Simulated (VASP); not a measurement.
A VASP calculation is set up with these files.

KPOINTS:
```
Automatic mesh
0
Gamma
5 5 8
0 0 0
```

POSCAR:
```
SnO2
1
    4.7400000000     0.0000000000     0.0000000000
    0.0000000000     4.7400000000     0.0000000000
    0.0000000000     0.0000000000     3.1900000000
Sn O
2 4
Direct
  0.0000000000   0.0000000000   0.0000000000
  0.5000000000   0.5000000000   0.5000000000
  0.3070000000   0.3070000000   0.0000000000
  0.8070000000   0.1930000000   0.5000000000
  0.1930000000   0.8070000000   0.5000000000
  0.6930000000   0.6930000000   0.0000000000
```

**INCAR**
```
IBRION  =  2   # conjugate gradients
LWAVE  =  .FALSE.
ALGO  =  Normal   # blocked Davidson
PREC  =  Accurate
SYSTEM  =  SnO2
EDIFFG  =  -0.01
ISIF  =  3
GGA  =  PE   # PBE
LREAL  =  .FALSE.
NELM  =  100   # most electronic steps
SIGMA  =  0.05
LMAXMIX  =  4   # l cut-off of mixed one-centre charges
ISMEAR  =  0   # Gaussian
EDIFF  =  1E-6
LASPH  =  .TRUE.
NSW  =  60   # most ionic steps
ENCUT  =  480   # plane-wave cut-off (eV)
LCHARG  =  .FALSE.
```

POTCAR, in this order: Sn O (PBE.64 set). Program: vasp_std.

Task: Translate this PBE calculation to Ansatz.

Result: One equivalent input (not run):
Ansatz 0.2 input:
```yaml
crystal:
  lattice:
    - [4.7400000, 0.0000000, 0.0000000]
    - [0.0000000, 4.7400000, 0.0000000]
    - [0.0000000, 0.0000000, 3.1900000]
  atoms:
    - { symbol: Sn, position: [0.0000000, 0.0000000, 0.0000000] }
    - { symbol: Sn, position: [0.5000000, 0.5000000, 0.5000000] }
    - { symbol: O, position: [0.3070000, 0.3070000, 0.0000000] }
    - { symbol: O, position: [0.8070000, 0.1930000, 0.5000000] }
    - { symbol: O, position: [0.1930000, 0.8070000, 0.5000000] }
    - { symbol: O, position: [0.6930000, 0.6930000, 0.0000000] }
kpoints:
  mp_grid: { grid: [5, 5, 8] }
hamiltonian:
  xc: pbe
  pseudopotentials: { kind: paw }
scf:
  occupations: { method: gaussian, width: 0.05 }
  max_iter: 100
relax:
  max_steps: 60
  f_tol: 0.01
  cell: {}
output: { forces: true, stress: true, eigenvalues: true }
```
The two are equivalent in intent, not identical: each code has its own PAW files, so the cut-off isn't converted (ENCUT is set for VASP's; basis.ecutwfc is left out, and Ansatz then takes the one that its files recommend); Ansatz stops its SCF on the density residual and VASP on the energy change (EDIFF).

The compound is SnO2 in the rutile structure. This run relaxes it. Symmetry was kept, so distortions that lower it aren't found.
